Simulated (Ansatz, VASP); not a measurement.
# CdWO4: VASP beside Ansatz

One calculation is typed for both programs; each brings its own data sets. How far apart do they land? The cell is taken from a series of runs on this material, whose earlier steps may have relaxed, scaled, displaced or heated it; both programs get it as it stands.

Program: Ansatz 0.2.0. Level of theory: plane waves, with VASP 6.6.1 beside it; dielectric response at LDA. Results are calculated unless marked as measured.

### Step 1. The starting structure

Symmetry: P2/c, No. 13, monoclinic system. The conventional cell has a = 5.040 Å, b = 5.870 Å, c = 5.084 Å, α = 90.00°, β = 91.48°, γ = 90.00°. Cd has 6 O at 2.20 to 2.43 Å nearest. Nearest to W lie 6 O at 1.78 to 2.15 Å. Nearest to O lie 2 W at 1.92 to 2.15 Å and 1 Cd at 2.20 Å. Nearest to O lie 1 W at 1.78 Å and 2 Cd at 2.28 to 2.43 Å. Farther neighbours and most contacts between anions are not listed.

### Step 2. VASP: dielectric response, LDA

The response to a field tests empty states and converges slowly with the mesh.

Lines of VASP's logs that name or quote its potential files are left out, and so is its time.

The input, INCAR:

```
SYSTEM = CdWO4
PREC = Accurate
ENCUT = 520
EDIFF = 1E-08
NELM = 120
ISMEAR = 0
SIGMA = 0.01
LREAL = .FALSE.
ALGO = Normal
GGA = CA
NBANDS = 54
LASPH = .TRUE.
LORBIT = 11
LWAVE = .FALSE.
LCHARG = .FALSE.
ISIF = 2
LEPSILON = .TRUE.
GGA_COMPAT = .FALSE.
EFERMI = MIDGAP
KPAR = 2
```

The input, POSCAR:

```
CdWO4
1.0
    5.0400000000      0.0000000000      0.0000000000
    0.0000000000      5.8701000000      0.0000000000
   -0.1309573182      0.0000000000      5.0824131071
Cd W O
2 2 8
Direct
    0.5000000000      0.6972900000      0.2500000000
    0.5000000000      0.3027100000      0.7500000000
    0.0000000000      0.1785500000      0.2500000000
    0.0000000000      0.8214500000      0.7500000000
    0.2018000000      0.0955000000      0.9504000000
    0.7982000000      0.0955000000      0.5496000000
    0.7982000000      0.9045000000      0.0496000000
    0.2018000000      0.9045000000      0.4504000000
    0.2420000000      0.3703000000      0.3839000000
    0.7580000000      0.3703000000      0.1161000000
    0.7580000000      0.6297000000      0.6161000000
    0.2420000000      0.6297000000      0.8839000000
```

The input, KPOINTS:

```
Automatic mesh
0
Gamma
4 4 4
0 0 0
```

PAW data sets: Cd, W and O (LDA family, release 64).

Launch:

```sh
> mpirun -np 2 vasp_std
```

Numbers of over 12 decimals in the logs are rounded to 6 here.

The log of the run:

```text
[banner, memory and clock lines left out]
running    2 mpi-ranks, on    1 nodes
 distrk:  each k-point on    1 cores,    2 groups
 distr:  one band on    1 cores,    1 groups

 POSCAR found type information on POSCAR CdW O
 POSCAR found :  3 types and      12 ions
 LDA part: xc-table for (Slater(with rela. corr.)+CA(PZ))
 , standard interpolation
 POSCAR, INCAR and KPOINTS ok, starting setup
 FFT: planning ... GRIDC
 FFT: planning ... GRID_SOFT
 FFT: planning ... GRID
 WAVECAR not read
 entering main loop
       N       E                     dE             d eps       ncg     rms          rms(c)
DAV:   1     0.632211945591E+03    0.63221E+03   -0.45288E+04  3240   0.152E+03
DAV:   2    -0.652389084516E+02   -0.69745E+03   -0.66917E+03  3682   0.397E+02
DAV:   3    -0.119071652528E+03   -0.53833E+02   -0.53296E+02  3680   0.115E+02
DAV:   4    -0.119918998378E+03   -0.84735E+00   -0.84471E+00  3856   0.153E+01
DAV:   5    -0.119930225203E+03   -0.11227E-01   -0.11223E-01  3704   0.163E+00    0.761E+01
DAV:   6    -0.101213319771E+03    0.18717E+02   -0.96310E+01  4298   0.638E+01    0.219E+01
DAV:   7    -0.100053486757E+03    0.11598E+01   -0.14350E+01  3876   0.229E+01    0.255E+01
DAV:   8    -0.993683506724E+02    0.68514E+00   -0.12325E+00  3986   0.855E+00    0.150E+00
DAV:   9    -0.993624487944E+02    0.59019E-02   -0.20365E-01  3632   0.277E+00    0.622E-01
DAV:  10    -0.993644119904E+02   -0.19632E-02   -0.37095E-02  3788   0.104E+00    0.363E-01
DAV:  11    -0.993637488494E+02    0.66314E-03   -0.28057E-03  4290   0.386E-01    0.240E-01
DAV:  12    -0.993638144862E+02   -0.65637E-04   -0.86220E-04  3654   0.206E-01    0.445E-02
DAV:  13    -0.993638120915E+02    0.23948E-05   -0.73219E-05  3922   0.733E-02    0.221E-02
DAV:  14    -0.993638114823E+02    0.60916E-06   -0.10471E-05  4410   0.322E-02    0.123E-02
DAV:  15    -0.993638109050E+02    0.57729E-06   -0.41404E-06  3718   0.141E-02    0.489E-03
DAV:  16    -0.993638109310E+02   -0.26018E-07   -0.52514E-07  3612   0.448E-03    0.842E-04
DAV:  17    -0.993638109293E+02    0.17681E-08   -0.19793E-08  2240   0.106E-03
   1 F= -.99363811E+02 E0= -.99363811E+02  d E =0.000000E+00
 Linear response reoptimize wavefunctions to high precision
DAV:   1    -0.993638109295E+02   -0.20736E-09   -0.63715E-09  2100   0.428E-04
DAV:   2    -0.993638109295E+02   -0.80036E-10   -0.87379E-10  2076   0.165E-04
 Linear response G [H, r] |phi>, progress :
  Direction:   1
       N       E                     dE             d eps       ncg     rms
RMM:   1    -0.394895200155E+03   -0.39490E+03   -0.12491E+02  8201   0.107E+02
RMM:   2    -0.349796781198E+03    0.45098E+02   -0.32639E+01  5259   0.301E+01
RMM:   3    -0.350360249663E+03   -0.56347E+00   -0.10467E+00  5413   0.301E+00
RMM:   4    -0.350392628939E+03   -0.32379E-01   -0.31599E-02  5515   0.517E-01
RMM:   5    -0.350393590189E+03   -0.96125E-03   -0.22275E-03  5552   0.106E-01
RMM:   6    -0.350393680645E+03   -0.90456E-04   -0.49068E-04  5620   0.260E-02
RMM:   7    -0.350393689741E+03   -0.90959E-05   -0.24690E-04  5703   0.969E-03
RMM:   8    -0.350393687571E+03    0.21707E-05    0.22611E-04  5539   0.606E-03
RMM:   9    -0.350393686143E+03    0.14277E-05    0.94493E-05  5330   0.531E-03
RMM:  10    -0.350393681743E+03    0.43997E-05    0.61017E-04  5416   0.519E-03
RMM:  11    -0.350393683372E+03   -0.16288E-05   -0.38691E-06  5212   0.511E-03
RMM:  12    -0.350393687240E+03   -0.38677E-05   -0.79641E-05  5239   0.510E-03
 Linear response G [H, r] |phi>, progress :
  Direction:   2
       N       E                     dE             d eps       ncg     rms
RMM:   1    -0.392085210721E+03   -0.39209E+03   -0.12347E+02  8115   0.105E+02
RMM:   2    -0.348917046561E+03    0.43168E+02   -0.29115E+01  5235   0.282E+01
RMM:   3    -0.349432225587E+03   -0.51518E+00   -0.89118E-01  5371   0.281E+00
RMM:   4    -0.349458517583E+03   -0.26292E-01   -0.27527E-02  5496   0.485E-01
RMM:   5    -0.349459359670E+03   -0.84209E-03   -0.18740E-03  5553   0.987E-02
RMM:   6    -0.349459415667E+03   -0.55997E-04   -0.16534E-04  5660   0.246E-02
RMM:   7    -0.349459392966E+03    0.22702E-04    0.10719E-03  5815   0.971E-03
RMM:   8    -0.349459390741E+03    0.22245E-05    0.25789E-03  5669   0.644E-03
RMM:   9    -0.349459393947E+03   -0.32058E-05    0.27093E-03  5486   0.577E-03
RMM:  10    -0.349459389679E+03    0.42676E-05    0.24370E-03  5546   0.565E-03
RMM:  11    -0.349459396888E+03   -0.72088E-05    0.26008E-03  5377   0.560E-03
RMM:  12    -0.349459391133E+03    0.57547E-05    0.26658E-03  5418   0.558E-03
 Linear response G [H, r] |phi>, progress :
  Direction:   3
       N       E                     dE             d eps       ncg     rms
RMM:   1    -0.384606801247E+03   -0.38461E+03   -0.55745E+01  8141   0.105E+02
RMM:   2    -0.348227605299E+03    0.36379E+02   -0.29692E+01  5263   0.287E+01
RMM:   3    -0.348641801007E+03   -0.41420E+00   -0.81092E-01  5392   0.276E+00
RMM:   4    -0.348663996087E+03   -0.22195E-01   -0.25509E-02  5478   0.459E-01
RMM:   5    -0.348664654691E+03   -0.65860E-03   -0.59358E-03  5536   0.922E-02
RMM:   6    -0.348664385778E+03    0.26891E-03   -0.27086E-04  5597   0.227E-02
RMM:   7    -0.348664347764E+03    0.38014E-04   -0.46359E-02  5699   0.894E-03
RMM:   8    -0.348664686008E+03   -0.33824E-03   -0.49852E-02  5503   0.597E-03
[...]
RMM:  12    -0.186223245187E+01   -0.80314E-09   -0.28637E-07  3138   0.395E-04
 change of polarisation eV/A/(eV/A) component  2 :     0.020     3.724     0.021
 dielectric tensor                  component  2 :     0.024     5.482     0.025
 Linear response to external field (no local field effect), progress :
  Direction:   3
       N       E                     dE             d eps       ncg     rms          rms(c)
RMM:   1    -0.191646482139E+01   -0.19165E+01   -0.89496E+00  6011   0.499E+00
RMM:   2    -0.199932957020E+01   -0.82865E-01   -0.93276E-02  5153   0.115E+00
RMM:   3    -0.200249874756E+01   -0.31692E-02   -0.30505E-03  5229   0.138E-01
RMM:   4    -0.200262215551E+01   -0.12341E-03   -0.14305E-04  5499   0.268E-02
RMM:   5    -0.200262684334E+01   -0.46878E-05   -0.81117E-06  5536   0.549E-03
RMM:   6    -0.200262718920E+01   -0.34586E-06   -0.77307E-07  5122   0.151E-03
RMM:   7    -0.200262720943E+01   -0.20229E-07   -0.44904E-07  4300   0.605E-04
RMM:   8    -0.200262721431E+01   -0.48782E-08   -0.65347E-07  3790   0.413E-04
RMM:   9    -0.200262720984E+01    0.44677E-08   -0.59116E-07  3453   0.371E-04
RMM:  10    -0.200262721399E+01   -0.41475E-08    0.66314E-09  3262   0.364E-04
 change of polarisation eV/A/(eV/A) component  3 :     0.062     0.021     4.005
 dielectric tensor                  component  3 :     0.074     0.025     5.820
 Linear response to external field, progress :
  Direction:   1
       N       E                     dE             d eps       ncg     rms          rms(c)
RMM:   1    -0.215757091094E+01   -0.21576E+01   -0.10821E+01  5973   0.514E+00
RMM:   2    -0.223438531987E+01   -0.76814E-01   -0.11255E-01  5184   0.120E+00    0.432E+00
RMM:   3    -0.191630751350E+01    0.31808E+00   -0.27109E+00  5280   0.531E+00    0.338E+00
RMM:   4    -0.177180828764E+01    0.14450E+00   -0.50746E-01  5195   0.255E+00    0.914E-01
RMM:   5    -0.178336904277E+01   -0.11561E-01   -0.10477E-01  5379   0.118E+00    0.355E-01
RMM:   6    -0.178706377610E+01   -0.36947E-02   -0.60260E-03  5447   0.249E-01    0.157E-01
RMM:   7    -0.178776052605E+01   -0.69675E-03   -0.19072E-03  5444   0.153E-01    0.619E-02
RMM:   8    -0.178925858086E+01   -0.14981E-02   -0.12955E-04  5372   0.434E-02    0.119E-02
RMM:   9    -0.178963527222E+01   -0.37669E-03   -0.18840E-05  5588   0.104E-02    0.344E-03
RMM:  10    -0.178964045599E+01   -0.51838E-05   -0.30896E-06  5565   0.239E-03    0.153E-03
RMM:  11    -0.178962750139E+01    0.12955E-04   -0.43333E-06  5666   0.110E-03    0.484E-04
RMM:  12    -0.178962747708E+01    0.24309E-07    0.18466E-07  5700   0.641E-04    0.116E-04
RMM:  13    -0.178962876313E+01   -0.12860E-05   -0.13866E-06  5189   0.360E-04    0.593E-05
RMM:  14    -0.178962950262E+01   -0.73949E-06   -0.31755E-06  4361   0.315E-04    0.174E-05
RMM:  15    -0.178962952287E+01   -0.20248E-07   -0.72192E-07  3936   0.306E-04    0.661E-06
 change of polarisation eV/A/(eV/A) component  1 :     3.445     0.015     0.038
 dielectric tensor                  component  1 :     5.146     0.019     0.045
 Linear response to external field, progress :
  Direction:   2
       N       E                     dE             d eps       ncg     rms          rms(c)
RMM:   1    -0.178561269966E+01   -0.17856E+01   -0.81075E+00  6001   0.490E+00
RMM:   2    -0.185929036767E+01   -0.73678E-01   -0.86054E-02  5117   0.112E+00    0.358E+00
RMM:   3    -0.166639129026E+01    0.19290E+00   -0.13641E+00  5225   0.391E+00    0.269E+00
RMM:   4    -0.160024308705E+01    0.66148E-01   -0.20061E-01  5210   0.168E+00    0.851E-01
RMM:   5    -0.161462141075E+01   -0.14378E-01   -0.36758E-02  5417   0.732E-01    0.263E-01
RMM:   6    -0.162527677944E+01   -0.10655E-01   -0.34441E-03  5500   0.183E-01    0.142E-01
RMM:   7    -0.162636649660E+01   -0.10897E-02   -0.29141E-04  5480   0.517E-02    0.802E-02
RMM:   8    -0.162721519519E+01   -0.84870E-03   -0.64792E-05  5378   0.309E-02    0.988E-03
RMM:   9    -0.162725539919E+01   -0.40204E-04   -0.14731E-05  5543   0.878E-03    0.453E-03
RMM:  10    -0.162728200589E+01   -0.26607E-04    0.15923E-05  5604   0.257E-03    0.685E-04
RMM:  11    -0.162728526991E+01   -0.32640E-05   -0.89075E-06  5438   0.845E-04    0.238E-04
RMM:  12    -0.162728018644E+01    0.50835E-05    0.31160E-05  5762   0.502E-04    0.926E-05
RMM:  13    -0.162728160733E+01   -0.14209E-05    0.21317E-05  4894   0.405E-04    0.324E-05
RMM:  14    -0.162728222969E+01   -0.62236E-06    0.13838E-05  3667   0.373E-04    0.146E-05
RMM:  15    -0.162728213048E+01    0.99216E-07    0.12388E-05  3666   0.373E-04    0.631E-06
 change of polarisation eV/A/(eV/A) component  2 :     0.018     3.122     0.017
 dielectric tensor                  component  2 :     0.021     4.758     0.020
 Linear response to external field, progress :
  Direction:   3
       N       E                     dE             d eps       ncg     rms          rms(c)
RMM:   1    -0.191646482139E+01   -0.19165E+01   -0.89496E+00  6011   0.499E+00
RMM:   2    -0.199932724422E+01   -0.82862E-01   -0.93277E-02  5153   0.115E+00    0.289E+00
RMM:   3    -0.187982822607E+01    0.11950E+00   -0.78527E-01  5301   0.295E+00    0.184E+00
RMM:   4    -0.184808217721E+01    0.31746E-01   -0.10307E-01  5250   0.129E+00    0.806E-01
RMM:   5    -0.187523643918E+01   -0.27154E-01   -0.25784E-02  5387   0.668E-01    0.236E-01
RMM:   6    -0.188081159444E+01   -0.55752E-02   -0.21596E-03  5427   0.165E-01    0.944E-02
RMM:   7    -0.188171949492E+01   -0.90790E-03   -0.76639E-04  5413   0.973E-02    0.514E-02
RMM:   8    -0.188273886274E+01   -0.10194E-02   -0.94383E-05  5347   0.388E-02    0.728E-03
RMM:   9    -0.188292121258E+01   -0.18235E-03   -0.29448E-05  5602   0.635E-03    0.142E-03
RMM:  10    -0.188293833577E+01   -0.17123E-04    0.18736E-05  5594   0.150E-03    0.696E-04
RMM:  11    -0.188294722282E+01   -0.88871E-05   -0.57515E-06  5710   0.673E-04    0.432E-04
RMM:  12    -0.188294804240E+01   -0.81958E-06   -0.35276E-06  5670   0.529E-04    0.127E-04
RMM:  13    -0.188294757744E+01    0.46496E-06    0.41790E-06  5300   0.411E-04    0.311E-05
RMM:  14    -0.188294798877E+01   -0.41134E-06    0.10422E-06  4182   0.361E-04    0.106E-05
RMM:  15    -0.188294792759E+01    0.61185E-07    0.15029E-06  3124   0.350E-04    0.296E-06
 change of polarisation eV/A/(eV/A) component  3 :     0.038     0.019     3.627
 dielectric tensor                  component  3 :     0.045     0.023     5.364
 Born effective charges drift removed
```

OUTCAR, selected parts (step 2):

```text
ion  position               nearest neighbor table
   1  0.500  0.697  0.250-   7 2.20   8 2.20  11 2.28  12 2.28   9 2.43  10 2.43   2 3.44   2 3.44
                             4 3.61   4 3.61
   2  0.500  0.303  0.750-   5 2.20   6 2.20   9 2.28  10 2.28  11 2.43  12 2.43   1 3.44   1 3.44
                             3 3.61   3 3.61
   3  0.000  0.179  0.250-   9 1.78  10 1.78   5 1.92   6 1.92   7 2.15   8 2.15   4 3.29   4 3.29
                             2 3.61   2 3.61
   4  0.000  0.821  0.750-  11 1.78  12 1.78   7 1.92   8 1.92   5 2.15   6 2.15   3 3.29   3 3.29
                             1 3.61   1 3.61
   5  0.202  0.096  0.950-   3 1.92   4 2.15   2 2.20
   6  0.798  0.096  0.550-   3 1.92   4 2.15   2 2.20
   7  0.798  0.904  0.050-   4 1.92   3 2.15   1 2.20
   8  0.202  0.904  0.450-   4 1.92   3 2.15   1 2.20
   9  0.242  0.370  0.384-   3 1.78   2 2.28   1 2.43
  10  0.758  0.370  0.116-   3 1.78   2 2.28   1 2.43
  11  0.758  0.630  0.616-   4 1.78   1 2.28   2 2.43
  12  0.242  0.630  0.884-   4 1.78   1 2.28   2 2.43

  LATTYP: Found a simple monoclinic cell.
 ALAT       =     5.0400000000
 B/A-ratio  =     1.1647023810
 C/A-ratio  =     1.0087500000
 COS(beta)  =    -0.0257582105

 Subroutine GETGRP returns: Found  4 space group operations
 (whereof  2 operations were pure point group operations)

The static configuration has the point symmetry S_2 .
 The point group associated with its full space group is C_2h.

 Found     30 irreducible k-points:

   k-points           NKPTS =     30   k-points in BZ     NKDIM =     30   number of bands    NBANDS=     54

   dimension x,y,z NGX =    40 NGY =   48 NGZ =   40
   dimension x,y,z NGXF=    80 NGYF=   96 NGZF=   80

   ENCUT  =  520.0 eV  38.22 Ry    6.18 a.u.   9.37 10.91  9.45*2*pi/ulx,y,z

   NELECT =      84.0000    total number of electrons

 k-points in reciprocal lattice and weights: Automatic mesh
   0.00000000  0.00000000  0.00000000       0.016
   0.25000000  0.00000000  0.00000000       0.031
   0.50000000  0.00000000  0.00000000       0.016
   0.00000000  0.25000000  0.00000000       0.031
   0.25000000  0.25000000  0.00000000       0.062
   0.50000000  0.25000000  0.00000000       0.031
   0.00000000  0.50000000  0.00000000       0.016
   0.25000000  0.50000000  0.00000000       0.031
   0.50000000  0.50000000  0.00000000       0.016
[...]
0.25000000  0.50000000  0.50000000       0.031
   0.50000000  0.50000000  0.50000000       0.016

 average (electrostatic) potential at core
       1 -38.4435       2 -38.4435       3 -45.0754       4 -45.0754       5 -73.4703
       6 -73.4703       7 -73.4703       8 -73.4703       9 -73.7946      10 -73.7946
      11 -73.7946      12 -73.7946

  Total       -3.5295610     -3.2229856     -4.2854434      0.0000000      0.0000000      0.4616648
  in kB      -37.6084362    -34.3417918    -45.6625693      0.0000000      0.0000000      4.9191647
  external PRESSURE =     -39.2042658 kB  Pullay stress =       0.0000000 kB

  energy-cutoff  :      520.00
  volume of cell :      150.36
      direct lattice vectors                 reciprocal lattice vectors
     5.040000000  0.000000000  0.000000000     0.198412698  0.000000000  0.005112452
     0.000000000  5.870100000  0.000000000     0.000000000  0.170354849  0.000000000
    -0.130957318  0.000000000  5.082413107     0.000000000  0.000000000  0.196756930

 POSITION                                       TOTAL-FORCE (eV/Angst)
 -----------------------------------------------------------------------------------
      2.48726      4.09316      1.27060         0.000000     -0.141077     -0.000000
      2.42178      1.77694      3.81181        -0.000000      0.141077     -0.000000
     -0.03274      1.04811      1.27060        -0.000000     -0.551481     -0.000000
     -0.09822      4.82199      3.81181        -0.000000      0.551481     -0.000000
      0.89261      0.56059      4.83033        -0.090874     -0.039549     -0.102974
      3.95095      0.56059      2.79329         0.090874     -0.039549      0.102974
      4.01643      5.30951      0.25209         0.090874      0.039549      0.102974
      0.95809      5.30951      2.28912        -0.090874      0.039549     -0.102974
      1.16941      2.17370      1.95114         0.309644      0.223978      0.191036
      3.80512      2.17370      0.59007        -0.309644      0.223978     -0.191036
      3.73964      3.69640      3.13127        -0.309644     -0.223978     -0.191036
      1.10393      3.69640      4.49234         0.309644     -0.223978      0.191036
 -----------------------------------------------------------------------------------
    total drift:                                0.000000     -0.000000      0.000000

 MACROSCOPIC STATIC DIELECTRIC TENSOR (including local field effects in DFT)
 ------------------------------------------------------
           5.145958     0.000000     0.045373
           0.000000     4.757537     0.000000
           0.045371     0.000000     5.364423
 ------------------------------------------------------

 PIEZOELECTRIC TENSOR (including local field effects)  for field in x, y, z        (C/m^2)
          XX          YY          ZZ          XY          YZ          ZX
  --------------------------------------------------------------------------------
  x     0.00000     0.00000     0.00000     0.00000     0.00000     0.00000
  y     0.00000     0.00000     0.00000     0.00000     0.00000     0.00000
  z     0.00000     0.00000     0.00000     0.00000     0.00000     0.00000

 BORN EFFECTIVE CHARGES (including local field effects) (in |e|, cummulative output)
 ---------------------------------------------------------------------------------
 ion    1
    1     3.43078     0.00000     0.06549
    2     0.00000     2.63335     0.00000
    3    -0.02531     0.00000     2.63130
 ion    2
    1     3.43078     0.00000     0.06549
    2     0.00000     2.63335     0.00000
    3    -0.02531     0.00000     2.63130
 ion    3
    1     5.22302     0.00000    -0.00994
    2     0.00000     5.58224     0.00000
    3     0.26011     0.00000     7.03770
 ion    4
    1     5.22302     0.00000    -0.00994
    2     0.00000     5.58224     0.00000
    3     0.26011     0.00000     7.03770
 ion    5
    1    -1.97238    -0.28986     0.74774
    2    -0.27224    -1.85212    -0.76534
    3     0.89553    -1.00551    -3.14910
 ion    6
    1    -1.97238     0.28986     0.74774
    2     0.27224    -1.85212     0.76534
    3     0.89553     1.00551    -3.14910
 ion    7
    1    -1.97238    -0.28986     0.74774
    2    -0.27224    -1.85212    -0.76534
    3     0.89553    -1.00551    -3.14910
 ion    8
    1    -1.97238     0.28986     0.74774
    2     0.27224    -1.85212     0.76534
    3     0.89553     1.00551    -3.14910
 ion    9
    1    -2.35453    -1.18190    -0.77551
    2    -1.38307    -2.25567    -0.59565
    3    -1.01293    -0.55674    -1.68540
 ion   10
    1    -2.35453     1.18190    -0.77551
    2     1.38307    -2.25567     0.59565
    3    -1.01293     0.55674    -1.68540
 ion   11
    1    -2.35453    -1.18190    -0.77551
    2    -1.38307    -2.25567    -0.59565
    3    -1.01293    -0.55674    -1.68540
 ion   12
    1    -2.35453     1.18190    -0.77551
    2     1.38307    -2.25567     0.59565
    3    -1.01293     0.55674    -1.68540
```

This run has no spin polarisation, so a moment on W, if there is one, isn't seen. The data set W keeps the semicore shell frozen, which is cheaper and a little less accurate.

(Continued in part 2 of 2.)

[Lines on the potential files, build, host, timing and source positions are cut from VASP's logs without a mark.]

[Logs are printed without paths, hosts, clocks, repeated set-up lines and the standing remarks that a program may print on its own settings, such as how far it seeks lower states.]

[Hosts, paths, dates, database ids (printed as entryN), source tags and the programs' standing remarks are cut or masked in the printed files.]
